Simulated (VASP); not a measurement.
Here is a VASP 6.6.1 calculation.

The input INCAR:

```
PREC = Accurate
ENCUT = 600
EDIFF = 1E-7
ISMEAR = -1
SIGMA = 0.05
LREAL = F
LASPH = T
NELM = 100
ALGO = Normal
ISIF = 3
LWAVE = F
LCHARG = F
GGA = B5
ALDAX = 1.0
AGGAX = 1.0
AGGAC = 1.0
ALDAC = 0.0
IVDW = 11
VDW_S6 = 1.0
VDW_S8 = 1.682
VDW_SR = 1.094
VDW_SR8 = 1.0
IBRION = 2
NSW = 40
EDIFFG = -0.02
```

The input KPOINTS:

```
Automatic mesh
0
Gamma
  7 7 5
```

File POSCAR:

```
TaSbSe
1.0
    3.6296100000      0.0000000000      0.0000000000
    0.0000000000      3.6296100000      0.0000000000
    0.0000000000      0.0000000000      5.6345500000
Ta Sb Se
1 1 1
Direct
    0.0000000000      0.0000000000      0.0000000000
    0.0000000000      0.0000000000      0.5000000000
    0.5000000000      0.5000000000      0.0000000000
```

Potentials or basis: VASP PAW PBE potentials, release 64 (Ta_pv, Sb, Se).

The run is started by

```console
$ cat potpaw_PBE.64/Ta_pv/POTCAR potpaw_PBE.64/Sb/POTCAR potpaw_PBE.64/Se/POTCAR > POTCAR
$ mpirun -np 1 vasp_std > vasp.out
```

(1) Predict the space group after relaxing (to 0.05 Å).

(2) Estimate the dispersion energy per atom.

## Answers

(1) P4/mmm (No. 123).

(2) -0.663 eV.
